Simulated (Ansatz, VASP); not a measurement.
## Hf5F3: VASP beside Ansatz

```xyz
8
Lattice="-3.3102 3.3102 3.3102 3.3102 -3.3102 3.3102 3.3102 3.3102 -3.3102" Properties=species:S:1:pos:R:3 pbc="T T T"
Hf    0.0000    0.0000    0.0000
Hf    1.6551    1.6551   -1.6551
Hf    1.6551   -1.6551    1.6551
Hf   -1.6551    1.6551    1.6551
Hf    1.6551    1.6551    1.6551
F     3.3102    0.0000    0.0000
F     0.0000    0.0000    3.3102
F     0.0000    3.3102    0.0000
```

Change from the starting cell: species swapped into the Fe5Co3 type (Im-3m, No. 229).

Alike in both runs: functional PBE; k mesh 4 × 4 × 4; occupations gaussian, width 0.1 eV; no spin polarisation.

Ansatz relaxed the structure, and its values are those at the end. VASP's run is a single point on that final structure, the one shown.

```csv
,VASP,Ansatz
version,VASP 6.6.1,Ansatz 0.2.0
potentials or method,"VASP PAW PBE potentials, release 64 (Hf_pv, F)","scalar-relativistic, plane waves, PAW"
plane-wave cutoff (eV),520,420
valence electrons in the cell,71,151
```

VASP gave:

| Item | Value |
| --- | --- |
| gap on the k mesh at the Fermi level (eV) | none |
| pressure (GPa) | -0.6 |

**Question.** Estimate Ansatz's values.

**Answer.** gap on the k mesh at the Fermi level (eV): none; pressure (GPa): 0.0.

A gap of «none» marks a metal or a gap that the smearing closes. With one functional, cell and mesh, what is left measures potentials, basis and numerics. The two sets of potentials don't hold the same shells in valence.

Caveats: an odd number of electrons without spin polarisation forces a metal; a magnetic or distorted state may lie lower. The runs have no spin-orbit coupling, so splittings on Hf are missing.
